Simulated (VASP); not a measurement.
# MnBi2Te4: accuracy against cost in the number of MPI ranks and precision settings, part 2 of 3

How sensitive are energy, pressure and forces of MnBi2Te4 to the number of MPI ranks and precision settings? The series runs use PBE. The start is a cell from a database of measured crystal structures.

VASP 6.6.1; PBE, spin-polarised from a ferromagnetic start (one magnetic atom a cell); plane waves and PAW (Mn_pv, Bi_d, Te).

Still holding for the runs below: The valence top and the conduction bottom belong to opposite spins.

Still holding for the runs below: The cell holds one magnetic atom, so no antiferromagnetic order fits into it. Experiment finds antiferromagnetic order in this phase (below 24.5 K, arxiv:2002.07390), so this ferromagnetic run describes another state. Spin-orbit coupling is off here; with elements this heavy it splits and shifts levels by tenths of an eV or more.

So far. Step 4 (Number of MPI ranks: 4 ranks): Against the first of the series the energy stays within 0.01 meV an atom and the pressure within 0.01 GPa, after 19 cycles in 78 s.

### 5. Number of MPI ranks: 8 ranks

The input, INCAR:

```
SYSTEM = MnBi2Te4
PREC = Accurate
ENCUT = 400
EDIFF = 1E-06
NELM = 100
ISMEAR = -1
SIGMA = 0.05
LREAL = .FALSE.
ALGO = Normal
GGA = PE
NBANDS = 48
ISPIN = 2
MAGMOM = 4 0 0 0 0 0 0
LASPH = .TRUE.
LMAXMIX = 4
LORBIT = 11
LWAVE = .FALSE.
LCHARG = .FALSE.
KPAR = 8
ISIF = 2
```

The input, POSCAR:

```
MnBi2Te4
1.0
   -4.3337000000      0.0000000000      0.0000000000
    2.1668500000     -3.7530942924      0.0000000000
    2.1668500000      1.2510314308     13.6367666667
Mn Bi Te
1 2 4
Direct
    0.0000000000      0.0000000000      0.0000000000
    0.8498000000      0.4249000000      0.2747000000
    0.1502000000      0.5751000000      0.7253000000
    0.2666000000      0.1333000000      0.3999000000
    0.7334000000      0.8667000000      0.6001000000
    0.5888000000      0.2944000000      0.8832000000
    0.4112000000      0.7056000000      0.1168000000
```

The input, KPOINTS:

```
Automatic mesh
0
Gamma
6 6 6
0 0 0
```

Potentials, in the order of the species: Mn_pv, Bi_d and Te (PBE family, release 64).

The run is started by

```
> mpirun -np 8 vasp_std
```

What it wrote:

```text
[banner, memory and clock lines left out]
running    8 mpi-ranks, on    1 nodes
[...]
|                                                                             |
|           W    W    AA    RRRRR   N    N  II  N    N   GGGG   !!!           |
|           W    W   A  A   R    R  NN   N  II  NN   N  G    G  !!!           |
|           W    W  A    A  R    R  N N  N  II  N N  N  G       !!!           |
|           W WW W  AAAAAA  RRRRR   N  N N  II  N  N N  G  GGG   !            |
|           WW  WW  A    A  R   R   N   NN  II  N   NN  G    G                |
|           W    W  A    A  R    R  N    N  II  N    N   GGGG   !!!           |
|                                                                             |
|     For optimal performance we recommend to set                             |
|       NCORE = 2 up to number-of-cores-per-socket                            |
|     NCORE specifies how many cores store one orbital (NPAR=cpu/NCORE).      |
|     This setting can greatly improve the performance of VASP for DFT.       |
|     The default, NCORE=1 might be grossly inefficient on modern             |
|     multi-core architectures or massively parallel machines. Do your        |
|     Unfortunately you need to use the default for GW and RPA                |
|     calculations (for HF NCORE is supported but not extensively tested      |
|     yet).                                                                   |
|                                                                             |

 LDA part: xc-table for (Slater+PW92), standard interpolation
 POSCAR, INCAR and KPOINTS ok, starting setup
[...]
entering main loop
       N       E                     dE             d eps       ncg     rms          rms(c)
[... 5 cycles as in an earlier step ...]
DAV:   6    -0.314274069627E+02    0.24805E+00   -0.11777E+01  6720   0.212E+01    0.183E+01
[... 8 cycles as in an earlier step ...]
DAV:  15    -0.305771538334E+02   -0.12253E-03   -0.52029E-05  7256   0.350E-02    0.396E-02
DAV:  16    -0.305771900831E+02   -0.36250E-04   -0.16702E-05  6664   0.236E-02    0.223E-02
[... 2 cycles as in an earlier step ...]
DAV:  19    -0.305772061639E+02   -0.10408E-06   -0.13805E-07  4072   0.228E-03
   1 F= -.30577206E+02 E0= -.30577147E+02  d E =-.117880E-03  mag=     5.0004
```

Elapsed: 53 s, on 8 MPI ranks of Intel Xeon 6975P-C (Granite Rapids), shared host; peak memory 4.3 GiB; 6.5 min of CPU time.

OUTCAR, selected parts (step 5):

```text
  Total        1.2222738      1.2222738      1.1246338      0.0000000      0.0000000      0.0000000
  in kB        8.8291593      8.8291593      8.1238516      0.0000000      0.0000000      0.0000000
  external PRESSURE =       8.5940568 kB  Pullay stress =       0.0000000 kB

 POSITION                                       TOTAL-FORCE (eV/Angst)
 -----------------------------------------------------------------------------------
      0.00000      0.00000      0.00000         0.000000      0.000000      0.000000
     -2.16685     -1.25103      3.74602         0.000000      0.000000     -0.366349
      2.16685     -1.25103      9.89075        -0.000000     -0.000000      0.366349
      0.00000      0.00000      5.45334         0.000000     -0.000000      0.233995
     -0.00000     -2.50206      8.18342        -0.000000      0.000000     -0.233995
      0.00000     -0.00000     12.04399        -0.000000     -0.000000      0.285350
     -0.00000     -2.50206      1.59277         0.000000      0.000000     -0.285350
 -----------------------------------------------------------------------------------
    total drift:                               -0.000000     -0.000000     -0.000000

[... 5 parts as in an earlier step ...]

[... 1 further part left out ...]
[key lines of the parts left out:]
E-fermi :   6.4307
```

Against the first of the series the energy stays within 0.01 meV an atom and the pressure within 0.01 GPa, after 19 cycles in 53 s.

### 6. The number of MPI ranks series as a table

This step: convergence of PBE results with the layout; plane waves and PAW (VASP 6.6.1).

No new run; the numbers come from the runs before.

Differences are taken from the run with 1 ranks. Results of the series, by row:

```csv
setting,status,energy less the reference (meV/atom),pressure (GPa),largest force difference (meV/Å),gap (eV),moment (μB),SCF cycles,wall time (s)
1 ranks,converged,0,0.8594,0,0.4656,5,19,279
2 ranks,converged,0,0.8594,0,0.4656,5,19,143
4 ranks,converged,0,0.8594,0,0.4656,5,19,78
8 ranks,converged,0,0.8594,0,0.4656,5,19,53
```

### 7. Precision settings: PREC = Low

This step: PBE, spin-polarised from a ferromagnetic start (one magnetic atom a cell); plane waves and PAW (Mn_pv, Bi_d, Te) (VASP 6.6.1).

PREC sets the FFT grids, and LREAL, ADDGRID and LASPH trade speed for accuracy.

INCAR: that of step 5 with these lines changed.

```diff
@@ -1,3 +1,3 @@
 SYSTEM = MnBi2Te4
-PREC = Accurate
+PREC = Low
 ENCUT = 400
```

POSCAR is that of step 5.

KPOINTS is that of step 5.

The run is started by

```
> mpirun -np 8 vasp_std
```

What it wrote:

```text
[banner, memory and clock lines left out]
running    8 mpi-ranks, on    1 nodes
 distrk:  each k-point on    1 cores,    8 groups
 distr:  one band on    1 cores,    1 groups

 POSCAR found type information on POSCAR MnBiTe
 POSCAR found :  3 types and       7 ions
 [... a notice as in an earlier step ...]

 LDA part: xc-table for (Slater+PW92), standard interpolation
 POSCAR, INCAR and KPOINTS ok, starting setup
 FFT: planning ... GRIDC
 FFT: planning ... GRID_SOFT
 FFT: planning ... GRID
 WAVECAR not read
 entering main loop
       N       E                     dE             d eps       ncg     rms          rms(c)
DAV:   1     0.578969279862E+03    0.57897E+03   -0.26988E+04  6848   0.112E+03
DAV:   2     0.302725303941E+02   -0.54870E+03   -0.52540E+03  6376   0.329E+02
DAV:   3    -0.289577520208E+02   -0.59230E+02   -0.57270E+02  7608   0.124E+02
DAV:   4    -0.315663341443E+02   -0.26086E+01   -0.25959E+01  7136   0.277E+01
DAV:   5    -0.316808801483E+02   -0.11455E+00   -0.11453E+00  8640   0.575E+00    0.123E+01
DAV:   6    -0.314343497995E+02    0.24653E+00   -0.11771E+01  6720   0.212E+01    0.182E+01
DAV:   7    -0.305816797563E+02    0.85267E+00   -0.59490E+00  7120   0.185E+01    0.727E+00
DAV:   8    -0.306123630246E+02   -0.30683E-01   -0.53517E-01  6944   0.357E+00    0.375E+00
DAV:   9    -0.305590794858E+02    0.53284E-01   -0.22868E-01  7104   0.402E+00    0.127E+00
DAV:  10    -0.305838347110E+02   -0.24755E-01   -0.87411E-02  7192   0.125E+00    0.949E-01
DAV:  11    -0.305830755273E+02    0.75918E-03   -0.12662E-02  6944   0.832E-01    0.502E-01
DAV:  12    -0.305837591691E+02   -0.68364E-03   -0.45477E-03  7240   0.419E-01    0.203E-01
DAV:  13    -0.305846206332E+02   -0.86146E-03   -0.15588E-03  7544   0.177E-01    0.903E-02
DAV:  14    -0.305850325802E+02   -0.41195E-03   -0.26798E-04  6992   0.708E-02    0.545E-02
DAV:  15    -0.305851546064E+02   -0.12203E-03   -0.52033E-05  7248   0.350E-02    0.396E-02
DAV:  16    -0.305851906015E+02   -0.35995E-04   -0.16751E-05  6664   0.237E-02    0.222E-02
DAV:  17    -0.305852049213E+02   -0.14320E-04   -0.18616E-05  6872   0.216E-02    0.797E-03
DAV:  18    -0.305852059667E+02   -0.10454E-05   -0.29479E-06  6168   0.761E-03    0.704E-03
DAV:  19    -0.305852060595E+02   -0.92810E-07   -0.13757E-07  4064   0.227E-03
   1 F= -.30585206E+02 E0= -.30585147E+02  d E =-.117676E-03  mag=     5.0004
```

Wall time 39 s (8 MPI ranks); peak memory 3.2 GiB.

Parts of OUTCAR (step 7):

```text
   NELECT =      67.0000    total number of electrons

 E-fermi :   6.4312

 spin component 1
 k-point     1 :       0.0000    0.0000    0.0000
  band No.  band energies     occupation
    ...
     32       5.3986      1.00000
     33       5.3988      1.00000
     34       5.8618      0.99999
     35       5.8619      0.99999
     36       6.1605      0.99556
     37       6.6721      0.00801
     38       7.5075      0.00000
     39       7.5075      0.00000
     40       7.5155      0.00000
     41       7.6335      0.00000
    ...

 k-point     2 :       0.1667    0.0000    0.0000
  band No.  band energies     occupation
    ...
     32       5.1883      1.00000
     33       5.2085      1.00000
     34       5.3958      1.00000
     35       5.8602      0.99999
     36       5.8889      0.99998
     37       6.9484      0.00003
     38       7.7005      0.00000
     39       7.7932      0.00000
     40       8.1025      0.00000
     41       8.1806      0.00000
    ...

  Total        1.2106454      1.2106454      1.2630953      0.0000000     -0.0000000      0.0000000
  in kB        8.7451612      8.7451612      9.1240353      0.0000000     -0.0000000      0.0000000
  external PRESSURE =       8.8714526 kB  Pullay stress =       0.0000000 kB

 POSITION                                       TOTAL-FORCE (eV/Angst)
 -----------------------------------------------------------------------------------
      0.00000      0.00000      0.00000         0.000000      0.000000      0.000000
     -2.16685     -1.25103      3.74602        -0.000000      0.000000     -0.359456
      2.16685     -1.25103      9.89075         0.000000     -0.000000      0.359456
      0.00000      0.00000      5.45334        -0.000000     -0.000000      0.233557
     -0.00000     -2.50206      8.18342         0.000000      0.000000     -0.233557
      0.00000     -0.00000     12.04399         0.000000     -0.000000      0.284464
     -0.00000     -2.50206      1.59277        -0.000000      0.000000     -0.284464
 -----------------------------------------------------------------------------------
    total drift:                                0.000000     -0.000000     -0.000000

  FREE ENERGIE OF THE ION-ELECTRON SYSTEM (eV)
  ---------------------------------------------------
  free  energy   TOTEN  =       -30.5852060595 eV

  energy  without entropy=      -30.5850883835  energy(sigma->0) =      -30.58514722

[... 8 parts as in an earlier step ...]

[... 15 further parts left out ...]
```

This step gave:

```yaml
free_energy_toten: -30.59 eV
energy_at_zero_smearing: -30.59 eV
pressure: 0.8871 GPa
least_direct_gap_on_the_k_mesh_within_one_spin: 0.5116 eV
gap_on_the_k_mesh: 0.4660 eV
```

The series starts at -4.3693 eV an atom and 0.89 GPa, after 19 cycles in 39 s.

### 8. Precision settings: PREC = Medium

INCAR: that of step 7 with these lines changed.

```diff
@@ -1,3 +1,3 @@
 SYSTEM = MnBi2Te4
-PREC = Low
+PREC = Medium
 ENCUT = 400
```

POSCAR is that of step 7.

KPOINTS is that of step 7.

The run is started by

```
> mpirun -np 8 vasp_std
```

What it wrote:

```text
[... set-up lines as in an earlier step ...]
 entering main loop
       N       E                     dE             d eps       ncg     rms          rms(c)
DAV:   1     0.578973555412E+03    0.57897E+03   -0.26988E+04  6848   0.112E+03
DAV:   2     0.302762422137E+02   -0.54870E+03   -0.52540E+03  6376   0.329E+02
DAV:   3    -0.289538184884E+02   -0.59230E+02   -0.57270E+02  7608   0.124E+02
DAV:   4    -0.315624056880E+02   -0.26086E+01   -0.25959E+01  7136   0.277E+01
[...]
DAV:  17    -0.305793458239E+02   -0.14786E-04   -0.18734E-05  6872   0.216E-02    0.806E-03
DAV:  18    -0.305793469415E+02   -0.11176E-05   -0.29482E-06  6152   0.761E-03    0.707E-03
DAV:  19    -0.305793470440E+02   -0.10249E-06   -0.13790E-07  4072   0.227E-03
   1 F= -.30579347E+02 E0= -.30579288E+02  d E =-.117816E-03  mag=     5.0004
```

The job ended after 35 s (8 MPI ranks; peak memory 3.3 GiB).

From OUTCAR (step 8):

```text
  Total        1.2206029      1.2206029      1.1437278      0.0000000     -0.0000000      0.0000000
  in kB        8.8170899      8.8170899      8.2617782      0.0000000     -0.0000000      0.0000000
  external PRESSURE =       8.6319860 kB  Pullay stress =       0.0000000 kB

 POSITION                                       TOTAL-FORCE (eV/Angst)
 -----------------------------------------------------------------------------------
      0.00000      0.00000      0.00000         0.000000      0.000000      0.000000
     -2.16685     -1.25103      3.74602         0.000000      0.000000     -0.366432
      2.16685     -1.25103      9.89075        -0.000000     -0.000000      0.366432
      0.00000      0.00000      5.45334         0.000000     -0.000000      0.234300
     -0.00000     -2.50206      8.18342        -0.000000      0.000000     -0.234300
      0.00000     -0.00000     12.04399        -0.000000     -0.000000      0.285237
     -0.00000     -2.50206      1.59277        -0.000000      0.000000     -0.285237
 -----------------------------------------------------------------------------------
    total drift:                               -0.000000     -0.000000     -0.000000

  FREE ENERGIE OF THE ION-ELECTRON SYSTEM (eV)
  ---------------------------------------------------
  free  energy   TOTEN  =       -30.5793470440 eV

  energy  without entropy=      -30.5792292276  energy(sigma->0) =      -30.57928814

[... 3 parts as in an earlier step ...]

[... 1 further part left out ...]
[key lines of the parts left out:]
E-fermi :   6.4308
```

Against the first of the series the energy moves by +0.84 meV an atom and the pressure by -0.02 GPa, after 19 cycles in 35 s.

### 9. Precision settings: PREC = Normal

INCAR: that of step 8 with these lines changed.

```diff
@@ -1,3 +1,3 @@
 SYSTEM = MnBi2Te4
-PREC = Medium
+PREC = Normal
 ENCUT = 400
```

POSCAR is that of step 8.

KPOINTS is that of step 8.

The run is started by

```
> mpirun -np 8 vasp_std
```

What it wrote:

```text
[... set-up lines as in an earlier step ...]
 entering main loop
       N       E                     dE             d eps       ncg     rms          rms(c)
DAV:   1     0.578975274038E+03    0.57898E+03   -0.26988E+04  6848   0.112E+03
DAV:   2     0.302775470292E+02   -0.54870E+03   -0.52540E+03  6376   0.329E+02
DAV:   3    -0.289524619361E+02   -0.59230E+02   -0.57270E+02  7608   0.124E+02
DAV:   4    -0.315610505776E+02   -0.26086E+01   -0.25959E+01  7136   0.277E+01
[...]
DAV:  17    -0.305774334296E+02   -0.14845E-04   -0.18747E-05  6872   0.216E-02    0.807E-03
DAV:  18    -0.305774345617E+02   -0.11321E-05   -0.29490E-06  6152   0.761E-03    0.708E-03
DAV:  19    -0.305774346674E+02   -0.10570E-06   -0.13798E-07  4072   0.228E-03
   1 F= -.30577435E+02 E0= -.30577376E+02  d E =-.117870E-03  mag=     5.0004
```

The job ended after 36 s (8 MPI ranks; peak memory 3.9 GiB).

From OUTCAR (step 9):

```text
  Total        1.2250516      1.2250516      1.1278042      0.0000000     -0.0000000      0.0000000
  in kB        8.8492249      8.8492249      8.1467533      0.0000000     -0.0000000      0.0000000
  external PRESSURE =       8.6150677 kB  Pullay stress =       0.0000000 kB

 POSITION                                       TOTAL-FORCE (eV/Angst)
 -----------------------------------------------------------------------------------
      0.00000      0.00000      0.00000         0.000000      0.000000      0.000000
     -2.16685     -1.25103      3.74602        -0.000000      0.000000     -0.366318
      2.16685     -1.25103      9.89075         0.000000     -0.000000      0.366318
      0.00000      0.00000      5.45334        -0.000000     -0.000000      0.233991
     -0.00000     -2.50206      8.18342         0.000000      0.000000     -0.233991
      0.00000     -0.00000     12.04399         0.000000     -0.000000      0.285143
     -0.00000     -2.50206      1.59277        -0.000000      0.000000     -0.285143
 -----------------------------------------------------------------------------------
    total drift:                               -0.000000     -0.000000     -0.000000

  FREE ENERGIE OF THE ION-ELECTRON SYSTEM (eV)
  ---------------------------------------------------
  free  energy   TOTEN  =       -30.5774346674 eV

  energy  without entropy=      -30.5773167970  energy(sigma->0) =      -30.57737573

[... 3 parts as in an earlier step ...]

[... 1 further part left out ...]
[key lines of the parts left out:]
E-fermi :   6.4307
```

Against the first of the series the energy moves by +1.11 meV an atom and the pressure by -0.03 GPa, after 19 cycles in 36 s.

### 10. Precision settings: PREC = Single

INCAR: that of step 9 with these lines changed.

```diff
@@ -1,3 +1,3 @@
 SYSTEM = MnBi2Te4
-PREC = Normal
+PREC = Single
 ENCUT = 400
```

POSCAR is that of step 9.

KPOINTS is that of step 9.

The run is started by

```
> mpirun -np 8 vasp_std
```

What it wrote:

```text
[... set-up lines as in an earlier step ...]
 entering main loop
       N       E                     dE             d eps       ncg     rms          rms(c)
DAV:   1     0.578969616765E+03    0.57897E+03   -0.26988E+04  6848   0.112E+03
DAV:   2     0.302733442281E+02   -0.54870E+03   -0.52540E+03  6376   0.329E+02
DAV:   3    -0.289567552491E+02   -0.59230E+02   -0.57270E+02  7608   0.124E+02
DAV:   4    -0.315653214129E+02   -0.26086E+01   -0.25959E+01  7136   0.277E+01
[...]
DAV:  17    -0.305839008778E+02   -0.14495E-04   -0.18681E-05  6872   0.216E-02    0.805E-03
DAV:  18    -0.305839019339E+02   -0.10561E-05   -0.29559E-06  6160   0.762E-03    0.707E-03
DAV:  19    -0.305839020264E+02   -0.92541E-07   -0.13800E-07  4064   0.227E-03
   1 F= -.30583902E+02 E0= -.30583843E+02  d E =-.117797E-03  mag=     5.0005
```

Run time: 51 s. Hardware: 8 MPI ranks; peak memory 3.1 GiB; 6.6 min of CPU time.

Parts of OUTCAR (step 10):

```text
  Total        1.1854133      1.1854133      1.1430428      0.0000000      0.0000000      0.0000000
  in kB        8.5628953      8.5628953      8.2568303      0.0000000      0.0000000      0.0000000
  external PRESSURE =       8.4608737 kB  Pullay stress =       0.0000000 kB

 POSITION                                       TOTAL-FORCE (eV/Angst)
 -----------------------------------------------------------------------------------
      0.00000      0.00000      0.00000        -0.000000      0.000000      0.000000
     -2.16685     -1.25103      3.74602         0.000000      0.000000     -0.347974
      2.16685     -1.25103      9.89075        -0.000000     -0.000000      0.347974
      0.00000      0.00000      5.45334        -0.000000     -0.000000      0.234466
     -0.00000     -2.50206      8.18342        -0.000000      0.000000     -0.234466
      0.00000     -0.00000     12.04399         0.000000     -0.000000      0.283790
     -0.00000     -2.50206      1.59277        -0.000000      0.000000     -0.283790
 -----------------------------------------------------------------------------------
    total drift:                                0.000000     -0.000000     -0.000000

  FREE ENERGIE OF THE ION-ELECTRON SYSTEM (eV)
  ---------------------------------------------------
  free  energy   TOTEN  =       -30.5839020264 eV

  energy  without entropy=      -30.5837842297  energy(sigma->0) =      -30.58384313

 magnetization (x)
# of ion       s       p       d       tot
------------------------------------------
    1        0.046   0.029   4.168   4.244
    2        0.005   0.032   0.003   0.040
    3        0.005   0.032   0.003   0.040
    4        0.003   0.038   0.001   0.042
    5        0.003   0.038   0.001   0.042
    6        0.012   0.009   0.006   0.027
    7        0.012   0.009   0.006   0.027
--------------------------------------------------
tot          0.084   0.190   4.187   4.461

[... 2 parts as in an earlier step ...]

[... 1 further part left out ...]
[key lines of the parts left out:]
E-fermi :   6.4310
```

Against the first of the series the energy moves by +0.19 meV an atom and the pressure by -0.04 GPa, after 19 cycles in 51 s.

### 11. Precision settings: PREC = Accurate

INCAR: that of step 10 with these lines changed.

```diff
@@ -1,3 +1,3 @@
 SYSTEM = MnBi2Te4
-PREC = Single
+PREC = Accurate
 ENCUT = 400
```

POSCAR is that of step 10.

KPOINTS is that of step 10.

The run is started by

```
> mpirun -np 8 vasp_std
```

What it wrote:

```text
[... set-up lines as in an earlier step ...]
 entering main loop
       N       E                     dE             d eps       ncg     rms          rms(c)
[... 19 cycles as in an earlier step ...]
   1 F= -.30577206E+02 E0= -.30577147E+02  d E =-.117880E-03  mag=     5.0004
```

Run time: 55 s. Hardware: 8 MPI ranks; peak memory 4.2 GiB; 7.2 min of CPU time.

From OUTCAR (step 11):

```text
[... 7 parts as in an earlier step ...]

[... 1 further part left out ...]
[key lines of the parts left out:]
E-fermi :   6.4307
```

Against the first of the series the energy moves by +1.14 meV an atom and the pressure by -0.03 GPa, after 19 cycles in 55 s.

(Continued in part 3 of 3.)

[Lines on the potential files, build, host, timing and source positions are cut from VASP's logs without a mark.]

[Logs are printed without paths, hosts, clocks, repeated set-up lines and the standing remarks that a program may print on its own settings, such as how far it seeks lower states.]

[Hosts, paths, dates, database ids (printed as entryN), source tags and the programs' standing remarks are cut or masked in the printed files.]

[A measured line is paired with the nearest computed mode of its activity, which favours agreement.]
